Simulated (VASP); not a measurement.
A convergence study with VASP on HgTe (zinc blende): one setting is varied, all else stays as given below, so the limit is that of these other settings.

```
CELL_PARAMETERS angstrom
      0.00000     3.23000     3.23000
      3.23000     0.00000     3.23000
      3.23000     3.23000     0.00000
ATOMIC_POSITIONS crystal
  Hg 0.00000 0.00000 0.00000
  Te 0.25000 0.25000 0.25000
```

The numbers are results of LDA (Ceperley-Alder, Perdew-Zunger), VASP's LDA PAW potentials (set 64) (plane waves; VASP), not measurements. The tightest run used: 550 eV cut-off, 16×16×16 Γ-centred mesh, Gaussian smearing of 0.010 eV, potentials Hg Te.

Question: The settings run are 4×4×4 mesh; 6×6×6 mesh; 8×8×8 mesh; 10×10×10 mesh; 12×12×12 mesh; 14×14×14 mesh; 16×16×16 mesh. From which on does the highest Γ mode stay within 5 cm⁻¹ of the tightest run?

Answer: From 6×6×6 mesh on: it is off by 2.7 there and by no more than 5 in any finer run, while 4×4×4 mesh is off by 6.5.
```csv
setting,highest Γ mode (cm⁻¹),irreducible k-points,difference judged (cm⁻¹)
4×4×4 mesh,108.9,8,6.5
6×6×6 mesh,112.7,16,2.7
8×8×8 mesh,114.2,29,1.1
10×10×10 mesh,114.8,47,0.5
12×12×12 mesh,115.1,72,0.2
14×14×14 mesh,115.2,104,0.1
16×16×16 mesh,115.3,145,0.0
```

Left out are rungs that failed or repeat a setting and relaxations that didn't move; long series are thinned to 24 rows.

The compound is HgTe in the zinc blende structure. The cell was not relaxed at this level.
